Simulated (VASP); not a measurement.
A run of VASP 6.6.1 is set up as follows.

File INCAR:

```
SYSTEM = ZnPbO2
PREC     = Accurate       ! precision mode
ENCUT    = 520            ! plane-wave cutoff, eV
EDIFF    = 1E-7           ! SCF threshold, eV
ISMEAR   = 0              ! smearing method
SIGMA    = 0.1            ! smearing width, eV
LREAL    = .FALSE.        ! projectors in reciprocal space
LASPH    = .TRUE.         ! aspherical terms in the spheres
NELM     = 100            ! most SCF steps
ALGO     = Fast           ! electronic algorithm
ISIF     = 2              ! what is computed and relaxed
LWAVE    = .FALSE.        ! write WAVECAR
LCHARG   = .FALSE.        ! write CHGCAR
GGA      = PE             ! functional
NBANDS   = 27             ! bands
```

The input KPOINTS:

```
Automatic mesh
0
G
  6 6 4
  0 0 0
```

File POSCAR:

```
ZnPbO2
1.0
    3.2123959200      0.0000000000      0.0000000000
   -1.6061979600      2.7820164700      0.0000000000
    0.0000000000      0.0000000000      6.5859418200
Zn Pb O
1 1 2
Direct
    0.3333333300      0.6666666700      0.5000000000
    0.0000000000      0.0000000000      0.0000000000
    0.0000000000      0.0000000000      0.3329775700
    0.0000000000      0.0000000000      0.6670224300
```

Potentials or basis: VASP PAW PBE potentials, release 64 (Zn, Pb_d, O).

Launch:

```bash
$ cat potpaw_PBE.64/Zn/POTCAR potpaw_PBE.64/Pb_d/POTCAR potpaw_PBE.64/O/POTCAR > POTCAR
$ mpirun -np 1 vasp_std > vasp.out
```

Problem. Estimate the pressure.

Solution. 3.3 GPa.

Problem. What does it give for the band gap on the k mesh?

Solution. None (metal or under the smearing width).

Problem. Predict the largest force.

Solution. 0.183 eV/Å.

Forces on the atoms (eV/Å):
```
Zn   0.000  0.000  0.000
Pb   0.000  0.000  0.000
O    0.000  0.000 -0.183
O    0.000  0.000  0.183
```

Caveat: the k mesh is coarse (spacing up to 0.38 Å⁻¹), so the values aren't converged. The run has no spin-orbit coupling, so splittings on Pb are missing.
